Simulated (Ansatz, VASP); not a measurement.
# Cross-check of C (Diamond) between VASP and Ansatz, part 2 of 2

Aim: how closely do two programs agree when they are given the same cell, functional and k mesh? The cell is taken from a series of runs on this material, whose earlier steps may have relaxed, scaled, displaced or heated it; both programs get it as it stands.

VASP 6.6.1 and Ansatz 0.2.0.

So far: The starting structure; Ansatz: zone-centre phonons, LDA.

### Step 3. VASP: zone-centre phonons, LDA

Level of this step: LDA; plane waves and PAW (C) (VASP).

The same cell, functional (in two slightly different forms) and mesh now go to VASP, with its own data sets.

Lines of VASP's logs that name or quote its potential files are left out, and so is its time.

The input, INCAR:

```
SYSTEM = C
PREC = Accurate
ENCUT = 600
EDIFF = 1E-08
NELM = 120
ISMEAR = 0
SIGMA = 0.01
LREAL = .FALSE.
ALGO = Normal
GGA = PW92
NBANDS = 10
LORBIT = 11
LWAVE = .FALSE.
LCHARG = .FALSE.
ISIF = 2
IBRION = 8
LEPSILON = .TRUE.
LASPH = .TRUE.
GGA_COMPAT = .FALSE.
EFERMI = MIDGAP
KPAR = 2
```

The input, POSCAR:

```
C
1.0
    0.0000000000      1.8363626171      1.7472898846
    1.8363626171      0.0000000000      1.7472898846
    1.8363626171      1.8363626171      0.0000000000
C
2
Direct
    0.5000000000      0.5000000000      0.5000000000
    0.7500000000      0.7500000000      0.7500000000
```

The input, KPOINTS:

```
Automatic mesh
0
Gamma
12 12 12
0 0 0
```

The projector-augmented-wave data sets are C (LDA family, release 64).

Command:

```bash
> mpirun -np 2 vasp_std
```

Numbers of over 12 decimals in the logs are rounded to 6 here.

The log of the run:

```text
[banner, memory and clock lines left out]
running    2 mpi-ranks, on    1 nodes
 distrk:  each k-point on    1 cores,    2 groups
 distr:  one band on    1 cores,    1 groups

 POSCAR found type information on POSCAR C
 POSCAR found :  1 types and       2 ions
|                                                                             |
|               ----> ADVICE to this user running VASP <----                  |
|                                                                             |
|     You enforced a specific xc type in the INCAR file but a different       |
|     [... a line on the potential file left out ...]
|     I HOPE YOU KNOW WHAT YOU ARE DOING!                                     |
|                                                                             |

 LDA part: xc-table for (Slater(with rela. corr.)+PW92), standard interpolation
 POSCAR, INCAR and KPOINTS ok, starting setup
 FFT: planning ... GRIDC
 FFT: planning ... GRID_SOFT
 FFT: planning ... GRID
 WAVECAR not read
 entering main loop
       N       E                     dE             d eps       ncg     rms          rms(c)
DAV:   1     0.140769109371E+01    0.14077E+01   -0.52599E+03  3340   0.860E+02
DAV:   2    -0.204634360132E+02   -0.21871E+02   -0.21109E+02  4546   0.139E+02
DAV:   3    -0.208757805217E+02   -0.41234E+00   -0.41132E+00  3886   0.157E+01
DAV:   4    -0.208766249965E+02   -0.84447E-03   -0.84443E-03  3580   0.856E-01
DAV:   5    -0.208766262727E+02   -0.12762E-05   -0.12762E-05  3644   0.322E-02    0.537E+00
DAV:   6    -0.203461871512E+02    0.53044E+00   -0.30122E-01  3392   0.400E+00    0.311E+00
DAV:   7    -0.201595474045E+02    0.18664E+00   -0.35784E-01  3500   0.437E+00    0.648E-01
DAV:   8    -0.201592416352E+02    0.30577E-03   -0.79308E-03  3514   0.791E-01    0.249E-02
DAV:   9    -0.201592337387E+02    0.78965E-05   -0.29231E-05  3690   0.466E-02    0.190E-02
DAV:  10    -0.201592355061E+02   -0.17674E-05   -0.17040E-06  3600   0.116E-02    0.421E-03
DAV:  11    -0.201592354696E+02    0.36567E-07   -0.60226E-08  3688   0.200E-03    0.823E-04
DAV:  12    -0.201592354693E+02    0.30241E-09   -0.18313E-09  1982   0.425E-04
   1 F= -.20159235E+02 E0= -.20159235E+02  d E =0.000000E+00
 Linear response reoptimize wavefunctions to high precision
DAV:   1    -0.201592354691E+02    0.13347E-09   -0.12379E-10  2142   0.117E-04
DAV:   2    -0.201592354691E+02    0.29559E-11   -0.50045E-12  1742   0.249E-05
 Linear response G [H, r] |phi>, progress :
  Direction:   1
       N       E                     dE             d eps       ncg     rms
RMM:   1    -0.311320960279E+02   -0.31132E+02   -0.30856E+00  7655   0.432E+01
RMM:   2    -0.306705983896E+02    0.46150E+00   -0.10399E+00  5152   0.873E+00
RMM:   3    -0.306790304524E+02   -0.84321E-02   -0.49339E-03  5433   0.563E-01
RMM:   4    -0.306790720258E+02   -0.41573E-04   -0.46792E-05  5618   0.474E-02
RMM:   5    -0.306790725494E+02   -0.52362E-06   -0.41721E-07  5621   0.468E-03
RMM:   6    -0.306790725868E+02   -0.37390E-07   -0.11379E-07  5340   0.586E-04
RMM:   7    -0.306790725838E+02    0.30147E-08    0.37760E-09  4292   0.165E-04
 Linear response G [H, r] |phi>, progress :
  Direction:   2
       N       E                     dE             d eps       ncg     rms
RMM:   1    -0.296708988127E+02   -0.29671E+02   -0.12665E+01  7566   0.414E+01
RMM:   2    -0.277555479518E+02    0.19154E+01   -0.88674E-01  5119   0.790E+00
RMM:   3    -0.277569329577E+02   -0.13850E-02   -0.54972E-03  5422   0.503E-01
RMM:   4    -0.277568369013E+02    0.96056E-04   -0.65421E-05  5651   0.431E-02
RMM:   5    -0.277568349788E+02    0.19225E-05   -0.13848E-06  5584   0.413E-03
RMM:   6    -0.277568348830E+02    0.95846E-07    0.10736E-07  5336   0.503E-04
RMM:   7    -0.277568348864E+02   -0.33802E-08    0.19313E-07  4211   0.137E-04
RMM:   8    -0.277568348819E+02    0.44706E-08    0.46422E-07  3932   0.108E-04
RMM:   9    -0.277568348831E+02   -0.11765E-08    0.40888E-07  3597   0.107E-04
RMM:  10    -0.277568348842E+02   -0.11365E-08    0.14994E-06  3042   0.107E-04
RMM:  11    -0.277568348804E+02    0.38096E-08    0.56782E-06  2343   0.106E-04
 Linear response G [H, r] |phi>, progress :
  Direction:   3
       N       E                     dE             d eps       ncg     rms
RMM:   1    -0.302767741209E+02   -0.30277E+02    0.41878E+00  7497   0.429E+01
RMM:   2    -0.292583623976E+02    0.10184E+01   -0.94628E-01  5109   0.833E+00
RMM:   3    -0.292645824952E+02   -0.62201E-02   -0.46130E-03  5416   0.531E-01
RMM:   4    -0.292646071596E+02   -0.24664E-04   -0.49605E-05  5652   0.451E-02
RMM:   5    -0.292646071713E+02   -0.11707E-07   -0.76945E-07  5569   0.449E-03
RMM:   6    -0.292646071658E+02    0.54813E-08   -0.87237E-08  5277   0.544E-04
 Linear response to external field (no local field effect), progress :
  Direction:   1
       N       E                     dE             d eps       ncg     rms          rms(c)
RMM:   1    -0.185071383662E+00   -0.18507E+00   -0.71168E-01  7265   0.228E+00
RMM:   2    -0.190286756725E+00   -0.52154E-02   -0.12844E-03  5204   0.295E-01
RMM:   3    -0.190292284663E+00   -0.55279E-05   -0.40630E-06  5237   0.130E-02
RMM:   4    -0.190292308774E+00   -0.24110E-07   -0.17866E-08  5221   0.923E-04
RMM:   5    -0.190292308881E+00   -0.10788E-09   -0.13010E-10  3909   0.604E-05
[...]
Linear response to external field (no local field effect), progress :
  Direction:   3
       N       E                     dE             d eps       ncg     rms          rms(c)
RMM:   1    -0.149278281186E+00   -0.14928E+00   -0.52559E-01  7105   0.209E+00
RMM:   2    -0.152927664839E+00   -0.36494E-02   -0.10196E-03  5173   0.269E-01
RMM:   3    -0.152932110482E+00   -0.44456E-05   -0.33657E-06  5206   0.121E-02
RMM:   4    -0.152932131152E+00   -0.20670E-07   -0.15323E-08  5213   0.880E-04
RMM:   5    -0.152932131240E+00   -0.88280E-10   -0.12302E-10  3850   0.577E-05
 change of polarisation eV/A/(eV/A) component  3 :     0.111    -0.073     0.306
 dielectric tensor                  component  3 :     1.704    -1.120     5.697
 Linear response to external field, progress :
  Direction:   1
       N       E                     dE             d eps       ncg     rms          rms(c)
RMM:   1    -0.166617584976E+00   -0.16662E+00   -0.62917E-01 12503   0.219E+00
RMM:   2    -0.171334946610E+00   -0.47174E-02   -0.11483E-03  8891   0.281E-01    0.763E-01
RMM:   3    -0.168784753396E+00    0.25502E-02   -0.80134E-04  8864   0.217E-01    0.444E-01
RMM:   4    -0.174906173059E+00   -0.61214E-02   -0.12391E-03  8880   0.273E-01    0.299E-02
RMM:   5    -0.175272703913E+00   -0.36653E-03   -0.11365E-05  9068   0.265E-02    0.311E-03
RMM:   6    -0.175287734628E+00   -0.15031E-04   -0.44062E-08  9326   0.185E-03    0.162E-03
RMM:   7    -0.175291610315E+00   -0.38757E-05   -0.78012E-09  9363   0.819E-04    0.106E-04
RMM:   8    -0.175292380855E+00   -0.77054E-06   -0.85206E-11  7677   0.650E-05    0.290E-05
RMM:   9    -0.175292195738E+00    0.18512E-06    0.87329E-13  4193   0.231E-05    0.241E-06
 change of polarisation eV/A/(eV/A) component  1 :     0.330     0.047     0.090
 dielectric tensor                  component  1 :     6.067     0.724     1.379
 Linear response to external field, progress :
  Direction:   2
       N       E                     dE             d eps       ncg     rms          rms(c)
RMM:   1    -0.166617578316E+00   -0.16662E+00   -0.62917E-01 12503   0.219E+00
RMM:   2    -0.171334939480E+00   -0.47174E-02   -0.11484E-03  8888   0.281E-01    0.763E-01
RMM:   3    -0.168784885616E+00    0.25501E-02   -0.80132E-04  8863   0.217E-01    0.444E-01
RMM:   4    -0.174906211812E+00   -0.61213E-02   -0.12391E-03  8879   0.273E-01    0.299E-02
RMM:   5    -0.175272666543E+00   -0.36645E-03   -0.11369E-05  9066   0.265E-02    0.311E-03
RMM:   6    -0.175287730399E+00   -0.15064E-04   -0.44090E-08  9313   0.184E-03    0.162E-03
RMM:   7    -0.175291602640E+00   -0.38722E-05   -0.78133E-09  9361   0.818E-04    0.106E-04
RMM:   8    -0.175292373392E+00   -0.77075E-06   -0.97587E-11  7665   0.646E-05    0.290E-05
RMM:   9    -0.175292187610E+00    0.18578E-06   -0.19921E-11  4205   0.228E-05    0.241E-06
 change of polarisation eV/A/(eV/A) component  2 :     0.047     0.330     0.001
 dielectric tensor                  component  2 :     0.725     6.067     0.019
 Linear response to external field, progress :
  Direction:   3
       N       E                     dE             d eps       ncg     rms          rms(c)
RMM:   1    -0.149278281186E+00   -0.14928E+00   -0.52559E-01  7105   0.209E+00
RMM:   2    -0.152927664840E+00   -0.36494E-02   -0.10196E-03  5173   0.269E-01    0.700E-01
RMM:   3    -0.150642326074E+00    0.22853E-02   -0.78297E-04  5133   0.211E-01    0.409E-01
RMM:   4    -0.155919042904E+00   -0.52767E-02   -0.11368E-03  5163   0.258E-01    0.345E-02
RMM:   5    -0.156374977334E+00   -0.45593E-03   -0.12790E-05  5272   0.278E-02    0.308E-03
RMM:   6    -0.156388644884E+00   -0.13668E-04   -0.43533E-08  5446   0.185E-03    0.164E-03
RMM:   7    -0.156393579540E+00   -0.49347E-05   -0.80819E-09  5455   0.846E-04    0.105E-04
RMM:   8    -0.156394148846E+00   -0.56931E-06   -0.64747E-11  4434   0.650E-05    0.280E-05
RMM:   9    -0.156394047279E+00    0.10157E-06   -0.37862E-12  2317   0.210E-05    0.220E-06
 change of polarisation eV/A/(eV/A) component  3 :     0.109    -0.071     0.295
 dielectric tensor                  component  3 :     1.670    -1.094     5.526
 Linear response DOF=           2
 Linear response progress:
  Degree of freedom:   1/  2
       N       E                     dE             d eps       ncg     rms          rms(c)
RMM:   1    -0.117861662252E+00   -0.11786E+00   -0.86220E-03 23197   0.208E+00
RMM:   2    -0.109087293166E+00    0.87744E-02   -0.24885E-03 14485   0.410E-01    0.174E-01
RMM:   3    -0.109269001650E+00   -0.18171E-03   -0.16945E-04 14579   0.101E-01    0.961E-02
RMM:   4    -0.109976887556E+00   -0.70789E-03   -0.18990E-04 14370   0.103E-01    0.127E-02
RMM:   5    -0.109926497790E+00    0.50390E-04   -0.25714E-06 15462   0.125E-02    0.878E-04
RMM:   6    -0.109925330877E+00    0.11669E-05    0.34281E-08 15522   0.731E-04    0.412E-04
RMM:   7    -0.109922950308E+00    0.23806E-05    0.10076E-08 15891   0.293E-04    0.507E-05
RMM:   8    -0.109922952023E+00   -0.17148E-08    0.25138E-09 16267   0.414E-05    0.860E-06
 first order change of Fermi-energy   0.21122E-04
 force on displaced ion       1 direction 1 : -32.952   0.000   0.000
 Born effective charge ion    1 direction 1 :   0.000   0.000   0.000
 Linear response progress:
  Degree of freedom:   2/  2
       N       E                     dE             d eps       ncg     rms          rms(c)
RMM:   1    -0.116085449754E+00   -0.11609E+00   -0.84918E-03 13131   0.202E+00
RMM:   2    -0.109144183026E+00    0.69413E-02   -0.24688E-03  8501   0.384E-01    0.167E-01
RMM:   3    -0.109311747807E+00   -0.16756E-03   -0.14452E-04  8485   0.941E-02    0.924E-02
RMM:   4    -0.109991757764E+00   -0.68001E-03   -0.16057E-04  8278   0.957E-02    0.129E-02
RMM:   5    -0.109950125706E+00    0.41632E-04   -0.37594E-06  9050   0.127E-02    0.943E-04
RMM:   6    -0.109947500045E+00    0.26257E-05    0.34881E-08  9096   0.802E-04    0.407E-04
RMM:   7    -0.109944762855E+00    0.27372E-05    0.53451E-09  9298   0.394E-04    0.659E-05
RMM:   8    -0.109944612198E+00    0.15066E-06    0.11411E-09  9509   0.447E-05    0.742E-06
RMM:   9    -0.109944550243E+00    0.61955E-07   -0.42172E-09  9639   0.163E-05    0.160E-06
RMM:  10    -0.109944549342E+00    0.90092E-09   -0.37640E-09  7612   0.891E-06    0.117E-07
 first order change of Fermi-energy   0.41170E-03
 force on displaced ion       1 direction 3 :  -0.000  -0.000 -35.023
 Born effective charge ion    1 direction 3 :   0.000   0.000  -0.000
 Born effective charges drift removed
 Linear response finished
```

OUTCAR, selected parts (step 3):

```text
ion  position               nearest neighbor table
   1  0.500  0.500  0.500-   2 1.57   2 1.57   2 1.57   2 1.57
   2  0.750  0.750  0.750-   1 1.57   1 1.57   1 1.57   1 1.57

  LATTYP: Found a body centered tetragonal cell.
 ALAT       =     2.5970089185
 C/A-ratio  =     1.3456171614

 Subroutine GETGRP returns: Found 16 space group operations
 (whereof  8 operations were pure point group operations)

The static configuration has the point symmetry D_2d.
 The point group associated with its full space group is D_4h.

 Found    163 irreducible k-points:

   k-points           NKPTS =    163   k-points in BZ     NKDIM =    163   number of bands    NBANDS=     10

   dimension x,y,z NGX =    20 NGY =   20 NGZ =   24
   dimension x,y,z NGXF=    40 NGYF=   40 NGZF=   48

   ENCUT  =  600.0 eV  44.10 Ry    6.64 a.u.   5.06  5.06  5.19*2*pi/ulx,y,z

   NELECT =       8.0000    total number of electrons

 k-points in reciprocal lattice and weights: Automatic mesh
   0.00000000  0.00000000  0.00000000       0.001
   0.08333333 -0.00000000  0.00000000       0.005
   0.16666667  0.00000000  0.00000000       0.005
   0.25000000  0.00000000  0.00000000       0.005
   0.33333333  0.00000000  0.00000000       0.005
   0.41666667 -0.00000000  0.00000000       0.005
   0.50000000  0.00000000  0.00000000       0.002
   0.08333333  0.08333333  0.00000000       0.001
   0.16666667  0.08333333  0.00000000       0.005
[...]
-0.33333333  0.16666667  0.50000000       0.002
  -0.25000000  0.25000000  0.50000000       0.001

 average (electrostatic) potential at core
       1 -50.0784       2 -50.0784

  Total       -3.0847097     -3.0847097      0.0013624      0.0000000      0.0000000      0.0000000
  in kB     -419.3851431   -419.3851431      0.1852212      0.0000000      0.0000000      0.0000000
  external PRESSURE =    -279.5283550 kB  Pullay stress =       0.0000000 kB

  energy-cutoff  :      600.00
  volume of cell :       11.78
      direct lattice vectors                 reciprocal lattice vectors
     0.000000000  1.836362617  1.747289885    -0.272277379  0.272277379  0.286157440
     1.836362617  0.000000000  1.747289885     0.272277379 -0.272277379  0.286157440
     1.836362617  1.836362617  0.000000000     0.272277379  0.272277379 -0.286157440

 POSITION                                       TOTAL-FORCE (eV/Angst)
 -----------------------------------------------------------------------------------
      1.83636      1.83636      1.74729         0.000000      0.000000      0.000000
      2.75454      2.75454      2.62093        -0.000000     -0.000000      0.000000
 -----------------------------------------------------------------------------------
    total drift:                                0.000000     -0.000000      0.000000

 MACROSCOPIC STATIC DIELECTRIC TENSOR (including local field effects in DFT)
 ------------------------------------------------------
           6.067456     0.000000     0.000000
           0.000000     6.067456     0.000000
           0.000000    -0.000000     5.526315
 ------------------------------------------------------

 PIEZOELECTRIC TENSOR (including local field effects)  for field in x, y, z        (C/m^2)
          XX          YY          ZZ          XY          YZ          ZX
  --------------------------------------------------------------------------------
  x     0.00000     0.00000    -0.00000     0.00000     0.00000     0.00000
  y    -0.00000     0.00000     0.00000     0.00000     0.00000     0.00000
  z     0.00000     0.00000     0.00000     0.00000     0.00000     0.00000

 BORN EFFECTIVE CHARGES (including local field effects) (in |e|, cummulative output)
 ---------------------------------------------------------------------------------
 ion    1
    1    -0.00000     0.00000     0.00000
    2     0.00000    -0.00000     0.00000
    3     0.00000     0.00000     0.00000
 ion    2
    1     0.00000     0.00000     0.00000
    2     0.00000     0.00000     0.00000
    3     0.00000     0.00000     0.00000

 Eigenvectors and eigenvalues of the dynamical matrix
 ----------------------------------------------------

   1 f  =   37.752925 THz   237.208623 2PiTHz 1259.302021 cm-1   156.133481 meV
             X         Y         Z           dx          dy          dz
      1.836363  1.836363  1.747290    -0.000000   -0.000000   -0.707107
      2.754544  2.754544  2.620935     0.000000    0.000000    0.707107

   2 f  =   36.619996 THz   230.090219 2PiTHz 1221.511572 cm-1   151.448065 meV
             X         Y         Z           dx          dy          dz
      1.836363  1.836363  1.747290     0.000000    0.707107   -0.000000
      2.754544  2.754544  2.620935    -0.000000   -0.707107    0.000000

   3 f  =   36.619996 THz   230.090219 2PiTHz 1221.511572 cm-1   151.448065 meV
             X         Y         Z           dx          dy          dz
      1.836363  1.836363  1.747290     0.707107   -0.000000    0.000000
      2.754544  2.754544  2.620935    -0.707107   -0.000000    0.000000

   4 f  =    0.000000 THz     0.000002 2PiTHz    0.000011 cm-1     0.000001 meV
             X         Y         Z           dx          dy          dz
      1.836363  1.836363  1.747290     0.477260    0.507062   -0.122927
      2.754544  2.754544  2.620935     0.477260    0.507062   -0.122927

   5 f/i=    0.000000 THz     0.000002 2PiTHz    0.000009 cm-1     0.000001 meV
             X         Y         Z           dx          dy          dz
      1.836363  1.836363  1.747290    -0.437605    0.298299   -0.468529
      2.754544  2.754544  2.620935    -0.437605    0.298299   -0.468529

   6 f/i=    0.000000 THz     0.000002 2PiTHz    0.000013 cm-1     0.000002 meV
             X         Y         Z           dx          dy          dz
      1.836363  1.836363  1.747290     0.284121   -0.392309   -0.515140
      2.754544  2.754544  2.620935     0.284121   -0.392309   -0.515140

 MACROSCOPIC STATIC DIELECTRIC TENSOR IONIC CONTRIBUTION
 ------------------------------------------------------
           0.000000    -0.000000     0.000000
          -0.000000     0.000000     0.000000
           0.000000     0.000000     0.000000
 ------------------------------------------------------

 ELASTIC MODULI CONTR FROM IONIC RELAXATION (kBar)
 Direction    XX          YY          ZZ          XY          YZ          ZX
 --------------------------------------------------------------------------------
 XX           0.0000      0.0000      0.0000      0.0000      0.0000      0.0000
 YY           0.0000      0.0000      0.0000      0.0000      0.0000      0.0000
 ZZ           0.0000      0.0000      0.0000      0.0000      0.0000      0.0000
 XY           0.0000      0.0000      0.0000     -4.4142     -0.0000     -0.0000
 YZ           0.0000      0.0000      0.0000     -0.0000     -0.0013     -0.0000
 ZX           0.0000      0.0000      0.0000     -0.0000     -0.0000     -0.1660
 --------------------------------------------------------------------------------

 PIEZOELECTRIC TENSOR IONIC CONTR  for field in x, y, z        (C/m^2)
          XX          YY          ZZ          XY          YZ          ZX
  --------------------------------------------------------------------------------
  x     0.00000     0.00000     0.00000     0.00000     0.00000     0.00000
  y     0.00000     0.00000     0.00000    -0.00000    -0.00000    -0.00000
  z     0.00000     0.00000     0.00000     0.00000     0.00000     0.00000
```

Energies printed during the response cycles are not total energies of the cell.

### Step 4. Differences

Known differences besides the potentials themselves: fixed occupations in Ansatz, narrow Gaussian smearing in VASP; VASP's response is taken on the typed mesh, Ansatz refines its own for the field response alone; the cutoff is 420 eV in Ansatz and 600 eV in VASP; VASP's log shows a relativistic correction to its local exchange, Ansatz's none. Total energies have different zeros and are not compared.

Both answers:

| quantity | Ansatz | VASP | difference |
| --- | --- | --- | --- |
| ε∞ xx | 6.07 | 6.07 | +0.10 % |
| ε∞ yy | 6.07 | 6.07 | +0.10 % |
| ε∞ zz | 5.53 | 5.53 | +0.08 % |
| Born charge of C1 (mean of the diagonal) (e) | 0.00 | 0.00 | 0.00 |
| optical mode 1 to 2 (cm⁻¹) | 1216.8 | 1221.5 | -0.39 % |
| optical mode 3 (cm⁻¹) | 1255.4 | 1259.3 | -0.31 % |

Modes are paired by rising frequency, not by their patterns, so a pair may set unlike modes beside each other; they are those without the splitting of longitudinal modes.

### Step 5. Results

```
r.m.s. difference of the optical zone-centre modes, each program's sorted by frequency (zone-centre phonons, LDA) : 4.5 cm⁻¹
```

In words: The r.m.s. difference of the optical zone-centre modes, each program's sorted by frequency is 4.5 cm⁻¹ (zone-centre phonons, LDA). Such differences can come from data sets, numerical settings and the points named under the comparisons, not from the functional's error against experiment.

[Lines on the potential files, build, host, timing and source positions are cut from VASP's logs without a mark.]

[Logs are printed without paths, hosts, clocks, repeated set-up lines and the standing remarks that a program may print on its own settings, such as how far it seeks lower states.]

[Hosts, paths, dates, database ids (printed as entryN), source tags and the programs' standing remarks are cut or masked in the printed files.]
